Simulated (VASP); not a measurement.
Here is the system:

```
CELL_PARAMETERS angstrom
      0.00000     2.73000     2.73000
      2.73000     0.00000     2.73000
      2.73000     2.73000     0.00000
ATOMIC_POSITIONS crystal
  Mg 0.00000 0.00000 0.00000
  Se 0.50000 0.50000 0.50000
```

The numbers are results of TPSS meta-GGA, VASP's PBE PAW potentials (set 64) (plane waves; VASP 6.6.1), not measurements. Run with 520 eV cut-off, 8×8×8 Γ-centred mesh, Gaussian smearing of 0.050 eV, potentials Mg Se.

The ions, cell shape and volume are relaxed. Give the cell that the relaxation ends in.

```
CELL_PARAMETERS angstrom
      0.00000     2.74674     2.74674
      2.74674     0.00000     2.74674
      2.74674     2.74674     0.00000
ATOMIC_POSITIONS crystal
  Mg 0.00000 0.00000 0.00000
  Se 0.50000 0.50000 0.50000
```
Space group Fm-3m (225), at a tolerance of 0.03 Å.

How do energy and volume change from the first to the last step?

The energy (σ→0) changes by -1.4 meV/atom and the volume by +1.9 %, in 3 ionic steps.

```tsv
step	E(σ→0) (eV)	max force (eV/Å)	pressure (GPa)	volume (Å³)
1	-19.7633	0.000	1.20	40.69
2	-19.7660	0.000	-0.23	41.59
3	-19.7661	0.000	0.00	41.45
```

The compound is MgSe in the rock salt structure. This run relaxes it. Symmetry was kept, so distortions that lower it aren't found.
